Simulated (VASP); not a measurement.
Output of a VASP run:

**OUTCAR**
```
 ion  position               nearest neighbor table
   1  0.232  0.232  0.232-   2 3.07   2 3.07   2 3.07   2 3.62   2 3.62   2 3.62
   2  0.768  0.768  0.768-   1 3.07   1 3.07   1 3.07   1 3.62   1 3.62   1 3.62
  LATTYP: Found a trigonal (rhomboedric) cell.
 ALAT       =     4.8688650038
 COS(alpha) =     0.5661393740
 Subroutine PRICEL returns:
 Original cell was already a primitive cell.
 Subroutine GETGRP returns: Found 12 space group operations
The static configuration has the point symmetry D_3d.
The dynamic configuration has the point symmetry D_3d.
 Subroutine INISYM returns: Found 12 space group operations
 Subroutine IBZKPT returns following result:
 Found     32 irreducible k-points:

 Following reciprocal coordinates:
            Coordinates               Weight
  0.000000  0.000000  0.000000      1.000000
  0.166667 -0.000000  0.000000      6.000000
  0.333333 -0.000000  0.000000      6.000000
  0.500000  0.000000  0.000000      3.000000
  0.166667  0.166667  0.000000      6.000000
  0.333333  0.166667  0.000000     12.000000
  0.500000  0.166667  0.000000     12.000000
 -0.333333  0.166667  0.000000     12.000000
 -0.166667  0.166667  0.000000      6.000000
  0.333333  0.333333  0.000000      6.000000
  0.500000  0.333333 -0.000000     12.000000
 -0.333333  0.333333  0.000000      6.000000
  0.500000  0.500000  0.000000      3.000000
  0.166667  0.166667  0.166667      2.000000
  0.333333  0.166667  0.166667      6.000000
  0.500000  0.166667  0.166667      6.000000
 -0.333333  0.166667  0.166667      6.000000
 -0.166667  0.166667  0.166667      6.000000
  0.333333  0.333333  0.166667      6.000000
  0.500000  0.333333  0.166667     12.000000
 -0.333333  0.333333  0.166667     12.000000
 -0.166667  0.333333  0.166667     12.000000
  0.500000  0.500000  0.166667      6.000000
 -0.333333  0.500000  0.166667     12.000000
 -0.166667  0.500000  0.166667      6.000000
 -0.333333 -0.333333  0.166667      6.000000
  0.333333  0.333333  0.333333      2.000000
  0.500000  0.333333  0.333333      6.000000
 -0.333333  0.333333  0.333333      6.000000
  0.500000  0.500000  0.333333      6.000000
 -0.333333  0.500000  0.333333      6.000000
  0.500000  0.500000  0.500000      1.000000
   k-points           NKPTS =     32   k-points in BZ     NKDIM =     32   number of bands    NBANDS=     19
   number of dos      NEDOS =    301   number of ions     NIONS =      2
   total plane-waves  NPLWV =  46656
   dimension x,y,z NGX =    36 NGY =   36 NGZ =   36
   dimension x,y,z NGXF=    72 NGYF=   72 NGZF=   72
   ions per type =               2
   PREC   = accura    normal or accurate (medium, high low for compatibility)
   ISTART =      0    job   : 0-new  1-cont  2-samecut
   ICHARG =      2    charge: 1-file 2-atom 10-const
   ISPIN  =      1    spin polarized calculation?
   LNONCOLLINEAR =      F non collinear calculations
   LSORBIT =      F    spin-orbit coupling
   INIWAV =      1    electr: 0-lowe 1-rand  2-diag
   ENCUT  =  520.0 eV  38.22 Ry    6.18 a.u.   9.05  9.05  9.05*2*pi/ulx,y,z
   NELM   =    100;   NELMIN=  2; NELMDL= -5     # of ELM steps
   EDIFF  = 0.1E-05   stopping-criterion for ELM
   LREAL  =      F    real-space projection
   NLSPLINE    = F    spline interpolate recip. space projectors
   LMAXMIX     =    4 max onsite mixed and CHGCAR
   VOSKOWN=      0    Vosko Wilk Nusair interpolation
   EDIFFG = -.1E-01   stopping-criterion for IOM
   NSW    =     60    number of steps for IOM
   NBLOCK =      1;   KBLOCK =     60    inner block; outer block
   IBRION =      2    ionic relax: 0-MD 1-quasi-New 2-CG
   NFREE  =      1    steps in history (QN), initial steepest desc. (CG)
   ISIF   =      3    stress and relaxation
   ISYM   =      2    0-nonsym 1-usesym 2-fastsym
   TEIN   =    0.0    initial temperature
   TEBEG  =    0.0;   TEEND  =   0.0 temperature during run
   SMASS  =  -3.00    Nose mass-parameter (am)
   PSTRESS=    0.0 pullay stress
...
```

File OSZICAR:
```
...
DAV:   5    -0.117027255127E+03   -0.60932E-06   -0.30223E-07   608   0.477E-03
   9 F= -.11702726E+03 E0= -.11702688E+03  d E =-.186353E-03
       N       E                     dE             d eps       ncg     rms          rms(c)
DAV:   1    -0.117027260869E+03   -0.63513E-05   -0.29565E-04  1621   0.223E-01    0.123E-02
DAV:   2    -0.117027256233E+03    0.46364E-05   -0.12643E-05  1174   0.520E-02    0.517E-03
DAV:   3    -0.117027255226E+03    0.10070E-05   -0.56448E-06  1263   0.340E-02    0.655E-04
DAV:   4    -0.117027255656E+03   -0.43027E-06   -0.10634E-06   669   0.815E-03
  10 F= -.11702726E+03 E0= -.11702688E+03  d E =-.186881E-03
       N       E                     dE             d eps       ncg     rms          rms(c)
DAV:   1    -0.117027531581E+03   -0.27636E-03   -0.11612E-02  1318   0.129E+00    0.858E-02
DAV:   2    -0.117027338146E+03    0.19344E-03   -0.50238E-04  1318   0.376E-01    0.478E-02
DAV:   3    -0.117027261702E+03    0.76443E-04   -0.24328E-04  1589   0.276E-01    0.978E-03
DAV:   4    -0.117027254756E+03    0.69466E-05   -0.76353E-05  1216   0.986E-02    0.435E-03
DAV:   5    -0.117027274321E+03   -0.19565E-04   -0.19585E-05  1216   0.371E-02    0.151E-03
DAV:   6    -0.117027274956E+03   -0.63532E-06   -0.29805E-06   972   0.177E-02
  11 F= -.11702727E+03 E0= -.11702690E+03  d E =-.192997E-04
       N       E                     dE             d eps       ncg     rms          rms(c)
DAV:   1    -0.117027302055E+03   -0.27735E-04   -0.12024E-03  1321   0.416E-01    0.274E-02
DAV:   2    -0.117027282422E+03    0.19633E-04   -0.52647E-05  1318   0.122E-01    0.152E-02
DAV:   3    -0.117027273784E+03    0.86379E-05   -0.24117E-05  1583   0.871E-02    0.300E-03
DAV:   4    -0.117027271966E+03    0.18184E-05   -0.97931E-06  1216   0.349E-02    0.148E-03
DAV:   5    -0.117027276726E+03   -0.47601E-05   -0.30765E-06   960   0.172E-02    0.644E-04
DAV:   6    -0.117027276583E+03    0.14355E-06   -0.63822E-07   683   0.112E-02
  12 F= -.11702728E+03 E0= -.11702690E+03  d E =-.209264E-04
       N       E                     dE             d eps       ncg     rms          rms(c)
DAV:   1    -0.117027371295E+03   -0.94569E-04   -0.35451E-03  1318   0.657E-01    0.470E-02
DAV:   2    -0.117027311925E+03    0.59370E-04   -0.15664E-04  1324   0.214E-01    0.268E-02
DAV:   3    -0.117027288195E+03    0.23730E-04   -0.75924E-05  1600   0.153E-01    0.544E-03
DAV:   4    -0.117027283821E+03    0.43744E-05   -0.23931E-05  1222   0.522E-02    0.270E-03
DAV:   5    -0.117027289959E+03   -0.61387E-05   -0.55313E-06  1024   0.199E-02    0.812E-04
DAV:   6    -0.117027290141E+03   -0.18127E-06   -0.70752E-07   689   0.971E-03
  13 F= -.11702729E+03 E0= -.11702692E+03  d E =-.135582E-04
       N       E                     dE             d eps       ncg     rms          rms(c)
DAV:   1    -0.117028032764E+03   -0.74280E-03   -0.32003E-02  1318   0.198E+00    0.141E-01
DAV:   2    -0.117027493126E+03    0.53964E-03   -0.14111E-03  1324   0.640E-01    0.801E-02
DAV:   3    -0.117027279015E+03    0.21411E-03   -0.67620E-04  1600   0.457E-01    0.162E-02
DAV:   4    -0.117027245717E+03    0.33299E-04   -0.21404E-04  1219   0.154E-01    0.811E-03
DAV:   5    -0.117027304149E+03   -0.58432E-04   -0.50611E-05  1216   0.599E-02    0.244E-03
DAV:   6    -0.117027304894E+03   -0.74479E-06   -0.51161E-06   972   0.210E-02
  14 F= -.11702730E+03 E0= -.11702695E+03  d E =-.283110E-04
```

OUTCAR:
```
------------------------ aborting loop because EDIFF is reached ----------------------------------------
  FORCE on cell =-STRESS in cart. coord.  units (eV):
  Direction    XX          YY          ZZ          XY          YZ          ZX
  --------------------------------------------------------------------------------------
  Total        0.0118854      0.0163558      0.0158623      0.0000000      0.0000000     -0.0014853
  in kB        0.2597316      0.3574240      0.3466402      0.0000000      0.0000000     -0.0324578
  external PRESSURE =       0.3212653 kB  Pullay stress =       0.0000000 kB
  volume of cell :       73.32
      direct lattice vectors                 reciprocal lattice vectors
     4.317694249 -2.267949949  0.054748460     0.117010321 -0.220463419 -0.095249969
     4.317694249  2.267949949  0.054748460     0.117010321  0.220463419 -0.095249969
     3.079141354  0.000000000  3.782587256    -0.003387171  0.000000000  0.267126575
 POSITION                                       TOTAL-FORCE (eV/Angst)
 -----------------------------------------------------------------------------------
      2.71008      0.00000      0.90041        -0.007365      0.000000     -0.002447
      9.00445      0.00000      2.99168         0.007365      0.000000      0.002447
 -----------------------------------------------------------------------------------
    total drift:                                0.000000      0.000000      0.000000
  FREE ENERGIE OF THE ION-ELECTRON SYSTEM (eV)
  ---------------------------------------------------
  free  energy   TOTEN  =      -117.0273048935 eV

  energy  without entropy=     -117.0266048035  energy(sigma->0) =     -117.02695485

 reached required accuracy - stopping structural energy minimisation
```
(Selected blocks of OUTCAR.)

POSCAR:
```
Bi
1
    4.3082077096    -2.2677115241     0.0517416661
    4.3082077096     2.2677115241     0.0517416661
    3.0697850221     0.0000000000     3.7791885618
Bi
2
Direct
  0.2319451300   0.2319451300   0.2319451300
  0.7680548700   0.7680548700   0.7680548700
```

**Question.** Write an INCAR and KPOINTS that could have produced this output.

**Answer.** This is not unique; one that fits is the input of the run itself, r2SCAN meta-GGA, plane waves, VASP's PBE PAW potentials (set 64).

KPOINTS:
```
Automatic mesh
0
Gamma
6 6 6
0 0 0
```

INCAR:
```
SYSTEM  =  Bi
PREC  =  Accurate; ENCUT  =  520; LREAL  =  .FALSE.
LASPH  =  .TRUE.
EDIFF  =  1E-6; NELM  =  100; ALGO  =  Normal
LMAXMIX  =  4; LMIXTAU  =  .TRUE.
ISMEAR  =  0; SIGMA  =  0.05
METAGGA  =  R2SCAN
IBRION  =  2; NSW  =  60; ISIF  =  3
EDIFFG  =  -0.01
LWAVE  =  .FALSE.; LCHARG  =  .FALSE.
```

POTCAR, in this order: Bi_d (PBE.64 set). Program: vasp_std.

The compound is Bi in the a7 structure. This run relaxes it. Symmetry was kept, so distortions that lower it aren't found. The start is the result of an earlier pass.
